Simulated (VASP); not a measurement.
Computed with PBEsol GGA, VASP's PBE PAW potentials (set 64) (plane waves; VASP).

A VASP calculation is set up with these files.

INCAR:
```
SYSTEM = KMgF3
PREC = Accurate
ENCUT = 520
EDIFF = 1E-7
NELM = 100
ALGO = Normal
LREAL = .FALSE.
LASPH = .TRUE.
ISMEAR = 0
SIGMA = 0.05
GGA = PS
LWAVE = .FALSE.
LCHARG = .FALSE.
ISIF = 2
```

POSCAR:
```
KMgF3
1
    4.0634266634     0.0000000000     0.0000000000
    0.0000000000     4.0634266634     0.0000000000
    0.0000000000     0.0000000000     4.0634266634
K Mg F
1 1 3
Direct
  0.0000000000   0.0000000000   0.0000000000
  0.5000000000   0.5000000000   0.5000000000
  0.5000000000   0.0000000000   0.5000000000
  0.0000000000   0.5000000000   0.5000000000
  0.5000000000   0.5000000000   0.0000000000
```

### KPOINTS
```
Automatic mesh
0
Gamma
6 6 6
0 0 0
```

POTCAR, in this order: K_sv Mg F (PBE.64 set). Program: vasp_std.

Output

File OSZICAR:
```
       N       E                     dE             d eps       ncg     rms          rms(c)
DAV:   1     0.236225733527E+03    0.23623E+03   -0.17344E+04   800   0.154E+03
DAV:   2    -0.163785150827E+02   -0.25260E+03   -0.24571E+03  1064   0.379E+02
DAV:   3    -0.267639494796E+02   -0.10385E+02   -0.10359E+02   976   0.766E+01
DAV:   4    -0.271088701874E+02   -0.34492E+00   -0.34437E+00  1368   0.111E+01
DAV:   5    -0.271101945416E+02   -0.13244E-02   -0.13243E-02   948   0.731E-01    0.807E+00
DAV:   6    -0.252615685909E+02    0.18486E+01   -0.79718E+00   888   0.203E+01    0.368E+00
DAV:   7    -0.252322847200E+02    0.29284E-01   -0.20085E-01  1064   0.318E+00    0.229E+00
DAV:   8    -0.252219851207E+02    0.10300E-01   -0.65631E-02   928   0.284E+00    0.259E-01
DAV:   9    -0.252221542815E+02   -0.16916E-03   -0.12724E-02  1116   0.802E-01    0.129E-01
DAV:  10    -0.252222771454E+02   -0.12286E-03   -0.88918E-04  1016   0.237E-01    0.806E-02
DAV:  11    -0.252223401130E+02   -0.62968E-04   -0.32879E-04   968   0.139E-01    0.324E-02
DAV:  12    -0.252223210432E+02    0.19070E-04   -0.11405E-04   928   0.743E-02    0.365E-03
DAV:  13    -0.252223211452E+02   -0.10205E-06   -0.12996E-06   968   0.937E-03    0.267E-03
DAV:  14    -0.252223207692E+02    0.37600E-06   -0.35911E-07   908   0.457E-03    0.142E-03
DAV:  15    -0.252223208329E+02   -0.63631E-07   -0.18677E-08   620   0.114E-03
   1 F= -.25222321E+02 E0= -.25222321E+02  d E =-.517883E-19
```

OUTCAR:
```
------------------------ aborting loop because EDIFF is reached ----------------------------------------
  FORCE on cell =-STRESS in cart. coord.  units (eV):
  Direction    XX          YY          ZZ          XY          YZ          ZX
  --------------------------------------------------------------------------------------
  Total       -1.6050238     -1.6050238     -1.6050238     -0.0000000      0.0000000      0.0000000
  in kB      -38.3278778    -38.3278778    -38.3278778     -0.0000000      0.0000000      0.0000000
  external PRESSURE =     -38.3278778 kB  Pullay stress =       0.0000000 kB
  volume of cell :       67.09
      direct lattice vectors                 reciprocal lattice vectors
     4.063426663  0.000000000  0.000000000     0.246097711  0.000000000  0.000000000
     0.000000000  4.063426663  0.000000000     0.000000000  0.246097711  0.000000000
     0.000000000  0.000000000  4.063426663     0.000000000  0.000000000  0.246097711
 POSITION                                       TOTAL-FORCE (eV/Angst)
 -----------------------------------------------------------------------------------
      0.00000      0.00000      0.00000         0.000000      0.000000      0.000000
      2.03171      2.03171      2.03171         0.000000      0.000000      0.000000
      2.03171      0.00000      2.03171         0.000000      0.000000      0.000000
      0.00000      2.03171      2.03171         0.000000      0.000000      0.000000
      2.03171      2.03171      0.00000         0.000000      0.000000      0.000000
 -----------------------------------------------------------------------------------
    total drift:                                0.000000      0.000000     -0.000000
  FREE ENERGIE OF THE ION-ELECTRON SYSTEM (eV)
  ---------------------------------------------------
  free  energy   TOTEN  =       -25.2223208329 eV

  energy  without entropy=      -25.2223208329  energy(sigma->0) =      -25.22232083
```
(Selected blocks of OUTCAR.)

The compound is KMgF3 in the cubic perovskite structure. This cell is one point of a volume scan, at 1.06 of the reference volume.
